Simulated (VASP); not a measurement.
```
CELL_PARAMETERS angstrom
      1.59944     0.92344     5.24203
     -1.59944     0.92344     5.24203
      0.00000    -1.84687     5.24203
ATOMIC_POSITIONS crystal
  Zr 0.00000 0.00000 0.00000
  Nb 0.50000 0.50000 0.50000
  C  0.75400 0.75400 0.75400
  C  0.24600 0.24600 0.24600
```

All values below come from LDA (Ceperley-Alder, Perdew-Zunger), VASP's LDA PAW potentials (set 64) (plane waves; VASP). Run with 520 eV cut-off, 12×12×12 Γ-centred mesh, tetrahedra with Blöchl corrections, potentials Zr_sv Nb_sv C.

### Question
Tabulate the total density of states (states/eV per cell) against energy (eV; zero at the valence-band maximum or, without a gap, the Fermi level).

### Answer

```
E (eV) | DOS (states/eV)
    -9.96 | ############## 2.70
    -9.75 | ######## 1.59
    -9.65 | ###### 1.19
    -9.44 | #### 0.71
    -9.33 | ### 0.54
    -9.12 | # 0.28
    -8.91 |  0.03
    -8.81 |  0.00
    -8.60 |  0.00
    -8.39 |  0.00
    -8.28 |  0.00
    -8.07 |  0.00
    -7.97 |  0.00
    -7.76 |  0.00
    -7.55 |  0.00
    -7.44 |  0.00
    -7.23 |  0.00
    -7.02 |  0.00
    -6.92 |  0.00
    -6.71 |  0.02
    -6.61 | # 0.10
    -6.39 | ## 0.33
    -6.18 | ### 0.50
    -6.08 | ### 0.60
    -5.87 | #### 0.86
    -5.66 | ###### 1.23
    -5.56 | ######## 1.62
    -5.35 | ########### 2.14
    -5.24 | ############ 2.33
    -5.03 | ######## 1.51
    -4.82 | ####### 1.30
    -4.72 | ########## 1.97
    -4.51 | ########## 1.90
    -4.40 | ########## 2.01
    -4.19 | #################### 3.94
    -3.98 | ################## 3.55
    -3.88 | ########################## 5.10
    -3.67 | ############################## 5.81
    -3.46 | ############################# 5.65
    -3.35 | ######################### 4.81
    -3.14 | ############################ 5.43
    -3.04 | ################# 3.22
    -2.83 | ########### 2.22
    -2.62 | ########## 1.94
    -2.51 | ######### 1.81
    -2.30 | ########## 1.85
    -2.09 | ####### 1.29
    -1.99 | ###### 1.17
    -1.78 | ##### 0.99
    -1.68 | ##### 0.93
    -1.47 | #### 0.69
    -1.25 | ## 0.44
    -1.15 | ## 0.44
    -0.94 | ### 0.55
    -0.83 | ### 0.62
    -0.63 | ##### 0.89
    -0.42 | ###### 1.09
    -0.31 | ####### 1.27
    -0.10 | ####### 1.35
     0.11 | ###### 1.22
     0.21 | ###### 1.16
     0.42 | ####### 1.28
     0.53 | ####### 1.41
     0.74 | ####### 1.29
     0.95 | ####### 1.29
     1.05 | ####### 1.33
     1.26 | ######## 1.57
     1.47 | ######## 1.53
     1.58 | ######## 1.53
     1.79 | ########## 1.89
     1.89 | ############ 2.27
     2.10 | ############ 2.37
     2.31 | ############# 2.50
     2.42 | ################ 3.04
     2.63 | ################### 3.60
     2.84 | ############# 2.58
     2.94 | ########### 2.06
     3.15 | ########## 1.98
     3.26 | ########## 2.01
     3.46 | ####### 1.30
```
Within 2 eV below the Fermi level the largest weight inside VASP's projection spheres is C p, then Nb d.

The structure comes from a computed database's ZrNbC2 entry (R-3m); how it stands against other phases isn't given here. It was relaxed first. The electron count is odd and the run is not spin-polarised, which forces a metal.
